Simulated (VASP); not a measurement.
Consider the following.

```yaml
crystal:
  lattice:
    - [6.04541, 0.00000, 0.00000]
    - [0.00000, 6.04541, 0.00000]
    - [0.00000, 0.00000, 6.04541]
  atoms:
    - { symbol: Zn, position: [0.00000, 0.00000, 0.00000] }
    - { symbol: Zn, position: [0.50000, 0.50000, 0.00000] }
    - { symbol: Zn, position: [0.50000, 0.00000, 0.50000] }
    - { symbol: Te, position: [0.23782, 0.26218, 0.26218] }
    - { symbol: Te, position: [0.76218, 0.73782, 0.26218] }
    - { symbol: Te, position: [0.76218, 0.26218, 0.73782] }
    - { symbol: Te, position: [0.23782, 0.73782, 0.73782] }
    - { symbol: Be, position: [0.00000, 0.50000, 0.50000] }
```

Level of theory: PBE GGA, VASP's PBE PAW potentials (set 64) (plane waves; VASP). Settings: 400 eV cut-off, Gaussian smearing of 0.050 eV, potentials Zn Te Be.

Unless said otherwise, spin-orbit coupling is left out, though it shifts the bands of the heavy elements here.

Problem. Estimate the band gap (along the path) with the smallest direct gap where there is one.

Solution. 
The band gap (along the path) comes out as 1.62 eV. The smallest direct gap (along the path) is 1.62 eV.

The absolute energy has meaning only against runs of the same code, potentials and settings.

The structure was generated: BeZn3Te4 was put into an ordered model structure (P-43m), which need not be its known phase. It was relaxed first.
